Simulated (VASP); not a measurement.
A convergence study with VASP on Ni (fcc): one setting is varied, all else stays as given below, so the limit is that of these other settings.

```yaml
crystal:
  lattice:
    - [0.00000, 1.76000, 1.76000]
    - [1.76000, 0.00000, 1.76000]
    - [1.76000, 1.76000, 0.00000]
  atoms:
    - { symbol: Ni, position: [0.00000, 0.00000, 0.00000], spin: 0.8 }
```

The numbers are results of PBEsol GGA, VASP's PBE PAW potentials (set 64) (plane waves; VASP), not measurements. The tightest run used: 550 eV cut-off, 24×24×24 Monkhorst-Pack mesh, first-order Methfessel-Paxton smearing of 0.10 eV, potentials Ni.

### Question
The settings run are 1×1×1 mesh; 2×2×2 mesh; 3×3×3 mesh; 4×4×4 mesh; 5×5×5 mesh; 6×6×6 mesh; 7×7×7 mesh; 8×8×8 mesh; 9×9×9 mesh; 10×10×10 mesh; 11×11×11 mesh; 12×12×12 mesh; 13×13×13 mesh; 14×14×14 mesh; 15×15×15 mesh; 16×16×16 mesh; 17×17×17 mesh; 18×18×18 mesh; 19×19×19 mesh; 20×20×20 mesh; 21×21×21 mesh; 22×22×22 mesh; 23×23×23 mesh; 24×24×24 mesh. From which on does the stress (every component) stay within 0.5 GPa of the tightest run?

### Answer
From 10×10×10 mesh on: it is off by 0.06 there and by no more than 0.5 in any finer run, while 9×9×9 mesh is off by 0.86.
```json
[
 {"setting": "1×1×1 mesh", "E (eV/atom)": "-16.8940", "pressure (GPa)": "-83.60", "moment (μB)": "2.000", "irreducible k-points": "1", "difference judged (GPa)": "73.57"},
 {"setting": "2×2×2 mesh", "E (eV/atom)": "-6.2888", "pressure (GPa)": "-13.63", "moment (μB)": "0.500", "irreducible k-points": "2", "difference judged (GPa)": "3.60"},
 {"setting": "3×3×3 mesh", "E (eV/atom)": "-5.9928", "pressure (GPa)": "-2.63", "moment (μB)": "1.111", "irreducible k-points": "4", "difference judged (GPa)": "7.40"},
 {"setting": "4×4×4 mesh", "E (eV/atom)": "-6.1366", "pressure (GPa)": "-9.94", "moment (μB)": "0.688", "irreducible k-points": "10", "difference judged (GPa)": "0.09"},
 {"setting": "5×5×5 mesh", "E (eV/atom)": "-6.0438", "pressure (GPa)": "-6.14", "moment (μB)": "0.942", "irreducible k-points": "10", "difference judged (GPa)": "3.89"},
 {"setting": "6×6×6 mesh", "E (eV/atom)": "-6.1149", "pressure (GPa)": "-9.53", "moment (μB)": "0.675", "irreducible k-points": "28", "difference judged (GPa)": "0.50"},
 {"setting": "7×7×7 mesh", "E (eV/atom)": "-6.1089", "pressure (GPa)": "-10.96", "moment (μB)": "0.425", "irreducible k-points": "20", "difference judged (GPa)": "0.93"},
 {"setting": "8×8×8 mesh", "E (eV/atom)": "-6.1197", "pressure (GPa)": "-10.37", "moment (μB)": "0.577", "irreducible k-points": "60", "difference judged (GPa)": "0.34"},
 {"setting": "9×9×9 mesh", "E (eV/atom)": "-6.1233", "pressure (GPa)": "-10.90", "moment (μB)": "0.501", "irreducible k-points": "35", "difference judged (GPa)": "0.86"},
 {"setting": "10×10×10 mesh", "E (eV/atom)": "-6.1179", "pressure (GPa)": "-10.09", "moment (μB)": "0.622", "irreducible k-points": "110", "difference judged (GPa)": "0.06"},
 {"setting": "11×11×11 mesh", "E (eV/atom)": "-6.1192", "pressure (GPa)": "-10.44", "moment (μB)": "0.574", "irreducible k-points": "56", "difference judged (GPa)": "0.41"},
 {"setting": "12×12×12 mesh", "E (eV/atom)": "-6.1181", "pressure (GPa)": "-9.90", "moment (μB)": "0.648", "irreducible k-points": "182", "difference judged (GPa)": "0.13"},
 {"setting": "13×13×13 mesh", "E (eV/atom)": "-6.1209", "pressure (GPa)": "-10.13", "moment (μB)": "0.628", "irreducible k-points": "84", "difference judged (GPa)": "0.10"},
 {"setting": "14×14×14 mesh", "E (eV/atom)": "-6.1174", "pressure (GPa)": "-10.08", "moment (μB)": "0.621", "irreducible k-points": "280", "difference judged (GPa)": "0.05"},
 {"setting": "15×15×15 mesh", "E (eV/atom)": "-6.1190", "pressure (GPa)": "-9.91", "moment (μB)": "0.652", "irreducible k-points": "120", "difference judged (GPa)": "0.12"},
 {"setting": "16×16×16 mesh", "E (eV/atom)": "-6.1180", "pressure (GPa)": "-10.11", "moment (μB)": "0.627", "irreducible k-points": "408", "difference judged (GPa)": "0.08"},
 {"setting": "17×17×17 mesh", "E (eV/atom)": "-6.1174", "pressure (GPa)": "-9.79", "moment (μB)": "0.666", "irreducible k-points": "165", "difference judged (GPa)": "0.25"},
 {"setting": "18×18×18 mesh", "E (eV/atom)": "-6.1178", "pressure (GPa)": "-10.00", "moment (μB)": "0.635", "irreducible k-points": "570", "difference judged (GPa)": "0.03"},
 {"setting": "19×19×19 mesh", "E (eV/atom)": "-6.1167", "pressure (GPa)": "-9.85", "moment (μB)": "0.655", "irreducible k-points": "220", "difference judged (GPa)": "0.18"},
 {"setting": "20×20×20 mesh", "E (eV/atom)": "-6.1177", "pressure (GPa)": "-10.06", "moment (μB)": "0.627", "irreducible k-points": "770", "difference judged (GPa)": "0.03"},
 {"setting": "21×21×21 mesh", "E (eV/atom)": "-6.1174", "pressure (GPa)": "-10.22", "moment (μB)": "0.608", "irreducible k-points": "286", "difference judged (GPa)": "0.19"},
 {"setting": "22×22×22 mesh", "E (eV/atom)": "-6.1178", "pressure (GPa)": "-10.06", "moment (μB)": "0.628", "irreducible k-points": "1012", "difference judged (GPa)": "0.03"},
 {"setting": "23×23×23 mesh", "E (eV/atom)": "-6.1179", "pressure (GPa)": "-10.19", "moment (μB)": "0.614", "irreducible k-points": "364", "difference judged (GPa)": "0.16"},
 {"setting": "24×24×24 mesh", "E (eV/atom)": "-6.1178", "pressure (GPa)": "-10.03", "moment (μB)": "0.633", "irreducible k-points": "1300", "difference judged (GPa)": "0.00"}
]
```

Left out are rungs that failed or repeat a setting and relaxations that didn't move; long series are thinned to 24 rows.

The compound is Ni in the fcc structure. The cell was not relaxed at this level. The spin order is the one that the start imposed; others were not tried in this run.
